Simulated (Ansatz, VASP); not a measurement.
# One calculation of NaHf2, two programs

File INCAR:

```
SYSTEM = NaHf2
  PREC = Accurate
  ENCUT = 600
  EDIFF = 1E-6
  ISMEAR = 0
  SIGMA = 0.1
  LREAL = .False.
  LASPH = .True.
  NELM = 100
  ALGO = Normal
  ISIF = 3
  LWAVE = .False.
  LCHARG = .False.
  GGA = PE
  IBRION = 2
  NSW = 90
  EDIFFG = -0.04
```

Contents of KPOINTS:

```
Automatic mesh
0
Gamma
  6 6 6
  0 0 0
```

Contents of POSCAR:

```
NaHf2
1.0
   -1.8051571930      1.8051571930      4.4282762390
    1.8051571930     -1.8051571930      4.4282762390
    1.8051571930      1.8051571930     -4.4282762390
Na Hf
1 2
Direct
    0.0000000000      0.0000000000      0.0000000000
    0.6650000000      0.6650000000      0.0000000000
    0.3350000000      0.3350000000      0.0000000000
```

Input for Ansatz:

```yaml
crystal:
  lattice:
    - [-1.805157193, 1.805157193, 4.428276239]
    - [1.805157193, -1.805157193, 4.428276239]
    - [1.805157193, 1.805157193, -4.428276239]
  atoms:
    - { symbol: Na, position: [0.0, 0.0, 0.0] }
    - { symbol: Hf, position: [0.665, 0.665, 0.0] }
    - { symbol: Hf, position: [0.335, 0.335, 0.0] }
basis:
  ecutwfc: 420
kpoints:
  mp_grid: { grid: [6, 6, 6] }
hamiltonian:
  xc: pbe
scf:
  occupations: { method: gaussian, width: 0.1 }
  lower_state_search: "off"
output:
  forces: true
  stress: true
  eigenvalues: true
relax:
  adjacent_minimum: "off"
  f_tol: 0.04
  max_steps: 70
  cell: { stress_tol: 0.4 }
```

Alike in both runs: task relaxation of cell and atoms; functional PBE; k mesh 6 × 6 × 6; occupations gaussian, width 0.1 eV; no spin polarisation.

|  | VASP | Ansatz |
| --- | --- | --- |
| version | VASP 6.6.1 | Ansatz 0.2.0 |
| potentials or method | VASP PAW PBE potentials, release 64 (Na_pv, Hf_pv) | scalar-relativistic, plane waves, PAW |
| plane-wave cutoff (eV) | 600 | 420 |
| valence electrons in the cell | 27 | 61 |

```tsv
	VASP	Ansatz	Ansatz less VASP
gap on the k mesh at the Fermi level, each at its own relaxed structure (eV)	none	none	-
relaxed volume (Å³/atom)	25.18	25.89	+0.714
relaxed cell length with the largest relative difference (Å)	8.039	8.321	+0.2815
energy change over the relaxation (meV/atom)	-752	-782	-30.0
```

A gap of «none» marks a metal or a gap that the smearing closes. The two sets of potentials don't hold the same shells in valence.

Caveats: the k mesh is coarse (spacing up to 0.41 Å⁻¹), so the values aren't converged; the volume moved by over 15 % at a fixed basis, so the end points are rough (VASP). The runs have no spin-orbit coupling, so splittings on Hf are missing.
